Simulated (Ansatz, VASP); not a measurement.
**One calculation of SrCd, two programs**

File INCAR:

```
  ALGO = Normal
  EDIFF = 1E-8
  ENCUT = 520
  ISIF = 2
  ISMEAR = -1
  LASPH = T
  LCHARG = F
  LEFG = T
  LREAL = F
  LWAVE = F
  NBANDS = 18
  NELM = 60
  PREC = Accurate
  SIGMA = 0.08
```

Contents of KPOINTS:

```
k-points
0
Gamma
  10 10 10
```

File POSCAR:

```
SrCd
1.0
    3.9896119401      0.0000000000      0.0000000000
    0.0000000000      3.9896119401      0.0000000000
    0.0000000000      0.0000000000      3.9896119401
Sr Cd
1 1
Direct
    0.5000000000      0.5000000000      0.5000000000
    0.0000000000      0.0000000000      0.0000000000
```

Input for Ansatz:

```yaml
crystal:
  lattice:
    - [3.9896119401, 0.0, 0.0]
    - [0.0, 3.9896119401, 0.0]
    - [0.0, 0.0, 3.9896119401]
  atoms:
    - { symbol: Sr, position: [0.5, 0.5, 0.5] }
    - { symbol: Cd, position: [0.0, 0.0, 0.0] }
kpoints:
  mp_grid: { grid: [10, 10, 10] }
scf:
  occupations: { method: fermi_dirac, width: 0.08 }
hamiltonian:
  xc: lda
  pseudopotentials: { kind: paw }
output:
  forces: true
  stress: true
  eigenvalues: true
  efg: { contact_densities: true }
```

Change from the starting cell: volume scaled by 0.99, PAW files.

Alike in both runs: task electric field gradients; functional LDA; k mesh 10 × 10 × 10; occupations fermi-dirac, width 0.08 eV; no spin polarisation.

```csv
,VASP,Ansatz
version,VASP 6.6.1,Ansatz 0.2.0
potentials or method,"VASP PAW LDA potentials, release 64 (Sr_sv, Cd)","PAW with Ansatz's default frozen-core files, scalar-relativistic"
plane-wave cutoff (eV),520,420
valence electrons in the cell,22,30
```

Ansatz gave:

```
pressure (GPa)                                                 : -1.8
Vzz of the field gradient on the site that differs most (V/Å²) : 0.0
```

Task: Estimate VASP's values.

Result: Pressure (GPa): -1.7; Vzz of the field gradient on the site that differs most (V/Å²): 0.0.

The two sets of potentials don't hold the same shells in valence. Ansatz warned: «gradients_without_spin_orbit».
